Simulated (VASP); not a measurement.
Here is the system:

```
CELL_PARAMETERS angstrom
      2.85513     0.00000     0.00000
     -1.42756     2.47261     0.00000
      0.00000     0.00000     4.73839
ATOMIC_POSITIONS crystal
  Si 0.00000 0.00000 0.00000
  Si 0.00000 0.00000 0.50000
  C  0.33333 0.66667 0.25000
  C  0.66667 0.33333 0.75000
```

Level of theory: PBEsol GGA, VASP's PBE PAW potentials (set 64) (plane waves; VASP 6.6.1). Numerical set-up: 520 eV cut-off, Gaussian smearing of 0.050 eV, potentials Si C.

Question: Give the energies of bands 3 to 11 at the high-symmetry points, in eV from the Fermi level.

Answer: 
```tsv
band	Γ	M	K	A	L	H
3	-11.36	-8.20	-10.89	-5.52	-10.53	-9.50
4	-0.62	-8.13	-7.01	-5.52	-10.53	-9.50
5	-0.62	-6.79	-5.36	-0.27	-2.91	-8.15
6	-0.08	-5.09	-5.36	-0.27	-2.91	-8.15
7	-0.08	-3.90	-5.17	-0.27	-2.73	-1.12
8	0.21	-0.79	-5.17	-0.27	-2.73	-1.12
9	5.57	2.07	-1.28	5.97	2.60	3.92
10	5.95	3.19	8.92	5.97	2.60	3.92
11	7.64	5.54	8.92	7.13	4.36	4.67
```

It has no gap at this level: it comes out as a metal or semimetal.

The structure was generated: SiC was put into the NiAs type type (P6_3/mmc), which need not be its known phase. It was relaxed first, which changed the volume by +5 %.
